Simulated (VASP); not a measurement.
ScAl3N4:

```
CELL_PARAMETERS angstrom
0.00000 0.00000 -5.17892
3.23670 5.60612 0.00000
3.23670 -5.60612 0.00000
ATOMIC_POSITIONS crystal
Sc 0.00000 0.16667 0.33333
Sc 0.50000 0.33333 0.66667
Al 0.00000 0.16667 0.83333
Al 0.00000 0.66667 0.33333
Al 0.00000 0.66667 0.83333
Al 0.50000 0.33333 0.16667
Al 0.50000 0.83333 0.66667
Al 0.50000 0.83333 0.16667
N 0.62000 0.16667 0.33333
N 0.62000 0.16667 0.83333
N 0.62000 0.66667 0.33333
N 0.62000 0.66667 0.83333
N 0.12000 0.33333 0.66667
N 0.12000 0.33333 0.16667
N 0.12000 0.83333 0.66667
N 0.12000 0.83333 0.16667
```

The cell was built by a generator and needn't be a form met in nature.

```yaml
Program: VASP 6.6.1
Task: relaxation of cell and atoms
Functional: PBEsol
Potentials_or_basis: VASP PAW PBE potentials, release 64 (Sc_sv, Al, N)
Cutoff: 600 eV
k_mesh: 6 × 6 × 6
Occupations: gaussian, width 0.03 eV
Spin: no spin polarisation
```

At the start: pressure -3.6 GPa; volume 11.75 Å³/atom.

**Question.** How do energy, volume and symmetry change on relaxing?

**Answer.** Over 16 steps the energy falls by 90.9 meV/atom and the volume is 11.28 Å³/atom (-4.0 %); space group Cmc2_1 (No. 36, to 0.05 Å).

Step by step:
```csv
step,energy change (eV),largest force (eV/Å),pressure (GPa),volume (Å³)
1,0.0000,3.3381,-3.56,187.95
2,-1.2892,0.9373,0.33,180.94
3,-1.2960,0.9084,-0.09,181.41
4,-1.4069,0.3836,0.29,180.67
5,-1.4073,0.3954,0.26,180.72
6,-1.4363,0.1622,-0.28,181.04
7,-1.4414,0.2084,-0.61,181.24
8,-1.4512,0.0970,0.32,180.18
9,-1.4513,0.0904,0.26,180.25
10,-1.4533,0.0539,-0.09,180.52
11,-1.4533,0.0523,-0.05,180.49
12,-1.4537,0.0211,0.02,180.43
13,-1.4537,0.0248,0.03,180.41
14,-1.4539,0.0155,-0.01,180.45
15,-1.4539,0.0161,-0.01,180.45
16,-1.4539,0.0070,-0.01,180.44
```

Final structure:
```yaml
crystal:
  lattice:
    - [0.00000, 0.00000, -4.99645]
    - [3.23899, 5.61010, 0.00000]
    - [3.20848, -5.59248, 0.00000]
  atoms:
    - { symbol: Sc, position: [0.01176, 0.16117, 0.32233] }
    - { symbol: Sc, position: [0.51176, 0.33883, 0.67767] }
    - { symbol: Al, position: [0.00248, 0.16394, 0.83497] }
    - { symbol: Al, position: [0.00568, 0.66535, 0.33070] }
    - { symbol: Al, position: [0.00248, 0.67103, 0.83497] }
    - { symbol: Al, position: [0.50248, 0.33606, 0.16503] }
    - { symbol: Al, position: [0.50568, 0.83465, 0.66930] }
    - { symbol: Al, position: [0.50248, 0.82897, 0.16503] }
    - { symbol: N, position: [0.58733, 0.15876, 0.31751] }
    - { symbol: N, position: [0.62471, 0.15440, 0.84520] }
    - { symbol: N, position: [0.62086, 0.66752, 0.33505] }
    - { symbol: N, position: [0.62471, 0.69080, 0.84520] }
    - { symbol: N, position: [0.08733, 0.34124, 0.68249] }
    - { symbol: N, position: [0.12471, 0.34560, 0.15480] }
    - { symbol: N, position: [0.12086, 0.83248, 0.66495] }
    - { symbol: N, position: [0.12471, 0.80920, 0.15480] }
```

Caveat: the PAW data sets were made with another functional, which shifts forces and pressure a little.
